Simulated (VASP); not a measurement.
## TiN (Osbornite): relaxation of cell and atoms with PBEsol

The system is TiN (Osbornite).

```
CELL_PARAMETERS angstrom
0.00000 2.11900 2.11900
2.11900 0.00000 2.11900
2.11900 2.11900 0.00000
ATOMIC_POSITIONS crystal
Ti 0.00000 0.00000 0.00000
N 0.50000 0.50000 0.50000
```

| Quantity | Value |
| --- | --- |
| Program | VASP 6.6.1 |
| Task | relaxation of cell and atoms |
| Functional | PBEsol |
| Potentials or basis | VASP PAW PBE potentials, release 64 (Ti_sv, N) |
| Cutoff | 600 eV |
| k mesh | 16 × 16 × 16 |
| Occupations | methfessel-paxton, width 0.1 eV |
| Spin | no spin polarisation |
| Further INCAR settings | ALGO = Normal; EDIFF = 1e-06; IBRION = 2; EDIFFG = -0.01; NSW = 90; ISIF = 3 |

* Relaxed volume: 9.30 Å³/atom
* Relaxed cell: a = 2.974 Å, b = 2.974 Å, c = 2.974 Å, α = 60.00°, β = 60.00°, γ = 60.00°
* Space group after relaxing (to 0.05 Å): Fm-3m (No. 225)
* Energy gained by relaxing: 4.5 meV/atom
* Ionic steps: 3
* Pressure after relaxing: 0.0 GPa
* Band gap on the k mesh: none (metal or under the smearing width)

The path:
```tsv
step	energy change (eV)	largest force (eV/Å)	pressure (GPa)	volume (Å³)
1	0.0000	0.0000	-6.58	19.03
2	0.0115	0.0000	10.91	17.97
3	-0.0091	0.0000	-0.03	18.60
```

Final structure:
```
CELL_PARAMETERS angstrom
0.00000 2.10294 2.10294
2.10294 0.00000 2.10294
2.10294 2.10294 0.00000
ATOMIC_POSITIONS crystal
Ti 0.00000 0.00000 0.00000
N 0.50000 0.50000 0.50000
```

Levels at points of the mesh, in eV from the Fermi level:
| k point | band 5 | band 6 | band 7 | band 8 | band 9 | band 10 | band 11 | band 12 |
| --- | --- | --- | --- | --- | --- | --- | --- | --- |
| (0.00, 0.00, 0.00) | -17.21 | -2.06 | -2.06 | -2.06 | -0.66 | -0.66 | -0.66 | 0.58 |
| (0.50, 0.00, 0.00) | -14.59 | -8.28 | -5.63 | -5.63 | 1.76 | 1.76 | 2.47 | 5.97 |
| (0.50, 0.50, 0.00) | -15.77 | -5.91 | -3.26 | -3.26 | -3.24 | 1.70 | 2.50 | 2.50 |

It took 83 s on 1 thread of Intel(R) Xeon(R) Platinum 8375C CPU @ 2.90GHz (Ice Lake), on a shared host, peak memory 0.18 GiB.

Caveat: the PAW data sets were made with another functional, which shifts forces and pressure a little.
